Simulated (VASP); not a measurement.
These are LDA (Ceperley-Alder, Perdew-Zunger), VASP's LDA PAW potentials (set 64) (plane waves; VASP) values and carry that method's errors.

Input for VASP

KPOINTS:
```
k-points along high-symmetry lines
15
Line-mode
Reciprocal
  0.000000   0.000000   0.000000 ! GAMMA
  0.500000   0.000000   0.500000 ! X

  0.500000   0.000000   0.500000 ! X
  0.625000   0.250000   0.625000 ! U

  0.375000   0.375000   0.750000 ! K
  0.000000   0.000000   0.000000 ! GAMMA

  0.000000   0.000000   0.000000 ! GAMMA
  0.500000   0.500000   0.500000 ! L

  0.500000   0.500000   0.500000 ! L
  0.500000   0.250000   0.750000 ! W

  0.500000   0.250000   0.750000 ! W
  0.500000   0.000000   0.500000 ! X
```

**POSCAR**
```
Si
3.8204490
  0.0000000000   0.7071067714   0.7071067714
  0.7071067714   0.0000000000   0.7071067714
  0.7071067714   0.7071067714   0.0000000000
Si
2
Cart
  0.0000000000   0.0000000000   0.0000000000
  0.3535533857   0.3535533857   0.3535533857
```

**INCAR**
```
ALGO = Normal
EDIFF = 1E-7
ENCUT = 400
ICHARG = 11
ISMEAR = 0
LASPH = .TRUE.
LCHARG = .FALSE.
LORBIT = 11
LREAL = .FALSE.
LWAVE = .FALSE.
NELM = 100
PREC = Accurate
SIGMA = 0.05
SYSTEM = Si
```

POTCAR, in this order: Si (LDA.64 set). Program: vasp_std. Read from the step before: CHGCAR.

Output

File OUTCAR:
```
 ion  position               nearest neighbor table
   1  0.000  0.000  0.000-   2 2.34   2 2.34   2 2.34   2 2.34
   2  0.250  0.250  0.250-   1 2.34   1 2.34   1 2.34   1 2.34
  LATTYP: Found a face centered cubic cell.
 ALAT       =     5.4029307156
 Subroutine PRICEL returns:
 Original cell was already a primitive cell.
 Subroutine GETGRP returns: Found 48 space group operations
The static configuration has the point symmetry T_d .
 The point group associated with its full space group is O_h .
The dynamic configuration has the point symmetry T_d .
 Subroutine INISYM returns: Found 48 space group operations
   k-points           NKPTS =     90   k-points in BZ     NKDIM =     90   number of bands    NBANDS=      8
   number of dos      NEDOS =    301   number of ions     NIONS =      2
   total plane-waves  NPLWV =  21952
   dimension x,y,z NGX =    28 NGY =   28 NGZ =   28
   dimension x,y,z NGXF=    56 NGYF=   56 NGZF=   56
   ions per type =               2
   PREC   = accura    normal or accurate (medium, high low for compatibility)
   ISTART =      0    job   : 0-new  1-cont  2-samecut
   ICHARG =     11    charge: 1-file 2-atom 10-const
   ISPIN  =      1    spin polarized calculation?
   LNONCOLLINEAR =      F non collinear calculations
   LSORBIT =      F    spin-orbit coupling
   INIWAV =      1    electr: 0-lowe 1-rand  2-diag
   ENCUT  =  400.0 eV  29.40 Ry    5.42 a.u.   6.23  6.23  6.23*2*pi/ulx,y,z
   NELM   =    100;   NELMIN=  2; NELMDL= -5     # of ELM steps
   EDIFF  = 0.1E-06   stopping-criterion for ELM
   LREAL  =      F    real-space projection
   NLSPLINE    = F    spline interpolate recip. space projectors
   LMAXMIX     =    2 max onsite mixed and CHGCAR
   VOSKOWN=      0    Vosko Wilk Nusair interpolation
   EDIFFG = 0.1E-05   stopping-criterion for IOM
   NSW    =      0    number of steps for IOM
   NBLOCK =      1;   KBLOCK =      1    inner block; outer block
   IBRION =     -1    ionic relax: 0-MD 1-quasi-New 2-CG
   NFREE  =      0    steps in history (QN), initial steepest desc. (CG)
   ISIF   =      2    stress and relaxation
   ISYM   =      2    0-nonsym 1-usesym 2-fastsym
   TEIN   =    0.0    initial temperature
...
```

OSZICAR:
```
       N       E                     dE             d eps       ncg     rms          rms(c)
DAV:   1     0.500250126737E+01    0.50025E+01   -0.28945E+03  1448   0.622E+02
DAV:   2    -0.100111024969E+02   -0.15014E+02   -0.14242E+02  2216   0.728E+01
DAV:   3    -0.102436586590E+02   -0.23256E+00   -0.23256E+00  1872   0.112E+01
DAV:   4    -0.102446422568E+02   -0.98360E-03   -0.98360E-03  2456   0.756E-01
DAV:   5    -0.102446434062E+02   -0.11493E-05   -0.11491E-05  1832   0.186E-02
DAV:   6    -0.102446434190E+02   -0.12851E-07   -0.13046E-07  2448   0.131E-03
   1 F= -.10244643E+02 E0= -.10244643E+02  d E =-.685842E-11
```

File OUTCAR:
```
 val. band max:        5.9285595210   @ k =   0.0000   0.0000   0.0000

 cond. band min:       6.3709809450   @ k =   0.4286   0.0000   0.4286



 k-point     1 :       0.0000    0.0000    0.0000
  band No.  band energies     occupation
      1      -6.1345      2.00000
      2       5.9286      2.00000
      3       5.9286      2.00000
      4       5.9286      2.00000
      5       8.4591      0.00000
      6       8.4591      0.00000
      7       8.4591      0.00000
      8       9.3144      0.00000

 k-point     2 :       0.0357    0.0000    0.0357
  band No.  band energies     occupation
      1      -6.1119      2.00000
      2       5.7804      2.00000
      3       5.8324      2.00000
      4       5.8324      2.00000
      5       8.4005      0.00000
      6       8.5827      0.00000
      7       8.5827      0.00000
      8       9.4586      0.00000

 k-point     3 :       0.0714    0.0000    0.0714
  band No.  band energies     occupation
      1      -6.0441      2.00000
      2       5.3971      2.00000
      3       5.5886      2.00000
      4       5.5886      2.00000
      5       8.2391      0.00000
      6       8.9087      0.00000
      7       8.9087      0.00000
      8       9.8138      0.00000

 k-point     4 :       0.1071    0.0000    0.1071
  band No.  band energies     occupation
      1      -5.9312      2.00000
      2       4.8811      2.00000
      3       5.2728      2.00000
      4       5.2728      2.00000
      5       8.0073      0.00000
      6       9.3603      0.00000
      7       9.3603      0.00000
      8      10.2031      0.00000

 k-point     5 :       0.1429    0.0000    0.1429
  band No.  band energies     occupation
      1      -5.7736      2.00000
      2       4.2984      2.00000
      3       4.9358      2.00000
      4       4.9358      2.00000
      5       7.7396      0.00000
      6       9.8857      0.00000
      7       9.8857      0.00000
      8      10.3451      0.00000
...
```

The density is held fixed in this step, so its total energy and stress have no physical meaning.

The compound is Si in the diamond structure. It was relaxed first.
